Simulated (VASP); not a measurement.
Data:

```
CELL_PARAMETERS angstrom
      0.00000     2.37239     2.37239
      2.37239     0.00000     2.37239
      2.37239     2.37239     0.00000
ATOMIC_POSITIONS crystal
  Sn 0.00000 0.00000 0.00000
  C  0.50000 0.50000 0.50000
```

These are PBEsol GGA, VASP's PBE PAW potentials (set 64) (plane waves; VASP) values and carry that method's errors. Settings: 520 eV cut-off, 15×15×15 Γ-centred mesh, tetrahedra with Blöchl corrections, potentials Sn_d C.

Unless said otherwise, spin-orbit coupling is left out, though it shifts the bands of the heavy elements here.

Task: Estimate the energy per atom (σ→0), band gap (on the k-mesh) with the smallest direct gap where there is one.

Result: 
```yaml
band gap (on the k-mesh): none (metal, semimetal or under 0.01 eV)
energy per atom (σ→0): -5.739 eV/atom
```

Only differences to runs with the same potentials and settings are physical.

The structure was generated: SnC was put into the rock salt type (Fm-3m), which need not be its known phase. It was relaxed first, which changed the volume by +7 %.
